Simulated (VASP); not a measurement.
**KMgF3: band gap against strain**

KMgF3 (cubic perovskite, Pm-3m, 13.231 Å³/atom and stress up to 0.05 GPa in the relaxed cell, cube axes along x, y and z) under an equal strain ε along all three axes. PBE in VASP (plane waves, PAW), 600 eV, 8×8×8 Γ-centred mesh, Gaussian smearing 0.05 eV; ions are relaxed, or left where forces stay under 0.02 eV/Å, within the symmetry of each cell. Gaps are the smallest on the run's k-mesh, which can miss an edge that lies off it, without spin-orbit coupling; in all rows the valence edge lies at about 1.3 Å⁻¹ from Γ and the conduction edge at Γ.

Here s stands for strain and Eg for gap.

```
strain (%)  gap (eV)
----------  --------
-1.50           7.32
-1.00           7.20
-0.50           7.09
0.00            6.98
0.50            6.88
1.00            6.77
1.50            6.67
3.00               ?
```

Fit Eg of the 7 rows that show it with a straight line. Means: s 0, Eg 6.987. About the means, the sum of products is -1.5100 and the sum of squares of s is 7.0000; the slope is their ratio. Least squares gives Eg = 6.987 - 0.2157·s. Residuals (row less fit): 0.009, -0.003, -0.005, -0.007, 0.001, -0.001, 0.007; standard error 0.007 (degrees of freedom: 5). Over these rows the gap moves by -21.6 ± 0.2 eV per unit strain, or -7.2 eV per unit of ln V.

**Question.** Estimate the missing Eg (s = 3.00); what did the run itself give?

**Answer.** Eg = 6.987 - 0.2157 × 3.0 = 6.340 eV. The calculation gives 6.37 eV, 0.030 eV above the prediction (3.2 % of the range of Eg in the table). The row lies outside the fitted rows, so this is an extrapolation. From the scatter of the fitted rows alone, a prediction at this place has a standard error of 0.010 eV, so the miss is 3.0 times that.

A polynomial of degree 2 through the 12 other runs of the series gives 6.38 there, so most of the miss is curvature that the fit leaves out. The primitive cell can neither tilt nor turn polar against its symmetry, as such crystals can under strain. Other structures, which can take over under pressure, weren't tried. Rows are the converged runs of the series near zero and its far end, less any whose ions stayed unrelaxed beside relaxed ones; series whose fitted rows scatter by over a few per cent of the range, as at a crossing or softening among them, aren't shown in this form. Most that stay on the fit to the last digits aren't either.
